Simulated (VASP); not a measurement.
A convergence study with VASP on BN (zinc blende): one setting is varied, all else stays as given below, so the limit is that of these other settings.

```
CELL_PARAMETERS angstrom
      0.00000     1.80750     1.80750
      1.80750     0.00000     1.80750
      1.80750     1.80750     0.00000
ATOMIC_POSITIONS crystal
  B  0.00000 0.00000 0.00000
  N  0.25000 0.25000 0.25000
```

Computed with PBEsol GGA, VASP's PBE PAW potentials (set 64) (plane waves; VASP). The tightest run used: 700 eV cut-off, 22×22×22 Γ-centred mesh, tetrahedra with Blöchl corrections, potentials B N.

Gaps are read on the run's mesh, which can miss a band edge.

```json
[
 {"setting": "3×3×3 mesh", "E (eV/atom)": "-8.9857", "pressure (GPa)": "0.81", "gap on the mesh (eV)": "5.445", "irreducible k-points": "4"},
 {"setting": "4×4×4 mesh", "E (eV/atom)": "-9.1387", "pressure (GPa)": "-1.93", "gap on the mesh (eV)": "4.249", "irreducible k-points": "8"},
 {"setting": "5×5×5 mesh", "E (eV/atom)": "-9.1686", "pressure (GPa)": "-2.46", "gap on the mesh (eV)": "4.766", "irreducible k-points": "10"}
]
```

### Question
These are the cheaper rows. Estimate the results at 22×22×22 mesh, and how far the last row shown lies from them.

### Answer

```
quantity              tightest run  last row shown is off by
--------------------  ------------  ------------------------
E (eV/atom)                -9.1773                    0.0087
pressure (GPa)               -2.62                      0.16
gap on the mesh (eV)         4.276                     0.489
```

Left out are rungs that failed or repeat a setting and relaxations that didn't move; long series are thinned to 24 rows.

The compound is BN in the zinc blende structure. The cell was not relaxed at this level.
